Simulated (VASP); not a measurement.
Given:

```
CELL_PARAMETERS angstrom
      0.00000     4.36229     4.24719
      2.49737     0.00000     4.24719
      2.49737     4.36229     0.00000
ATOMIC_POSITIONS crystal
  Ti 0.00000 0.00000 0.00000
  Ti 0.25000 0.25000 0.25000
  Ge 0.66866 0.66866 0.33134
  Ge 0.33134 0.33134 0.66866
  Ge 0.58134 0.58134 0.91866
  Ge 0.91866 0.91866 0.58134
```

The numbers are results of PBEsol GGA, VASP's PBE PAW potentials (set 64) (plane waves; VASP), not measurements. Numerical set-up: 400 eV cut-off, 9×9×9 Γ-centred mesh, tetrahedra with Blöchl corrections, potentials Ti_sv Ge_d.

**Question.** Tabulate the total density of states (states/eV per cell) against energy (eV; zero at the valence-band maximum or, without a gap, the Fermi level).

**Answer.** 
(E (eV), DOS (states/eV)): (-9.98, 1.42); (-9.77, 1.56); (-9.56, 1.30); (-9.25, 1.03); (-9.04, 1.28); (-8.83, 1.71); (-8.62, 2.29); (-8.41, 1.52); (-8.20, 1.24); (-7.89, 1.11); (-7.68, 1.09); (-7.47, 1.17); (-7.26, 1.55); (-7.05, 1.70); (-6.74, 2.18); (-6.53, 1.18); (-6.32, 0.69); (-6.11, 0.44); (-5.90, 0.30); (-5.59, 0.23); (-5.38, 0.46); (-5.17, 1.02); (-4.96, 1.55); (-4.75, 2.63); (-4.55, 2.56); (-4.23, 1.95); (-4.02, 2.63); (-3.81, 2.31); (-3.61, 1.90); (-3.40, 1.93); (-3.08, 2.56); (-2.87, 3.28); (-2.67, 3.01); (-2.46, 2.87); (-2.25, 2.85); (-1.93, 4.13); (-1.73, 3.53); (-1.52, 4.58); (-1.31, 5.13); (-1.10, 4.92); (-0.89, 5.11); (-0.58, 3.44); (-0.37, 2.96); (-0.16, 2.63); (0.05, 2.13); (0.26, 1.57); (0.57, 2.43); (0.78, 2.97); (0.99, 4.68); (1.20, 4.14); (1.41, 2.99); (1.72, 2.90); (1.93, 4.59); (2.14, 9.12); (2.35, 10.2); (2.56, 5.95); (2.77, 2.20); (3.08, 5.63); (3.29, 2.31); (3.50, 7.54)
Within 2 eV below the Fermi level the largest weight inside VASP's projection spheres is Ti d, then Ge p.

The structure comes from a measured TiGe2 entry (Fddd) of the Crystallography Open Database, whose conditions weren't checked. It was relaxed first.
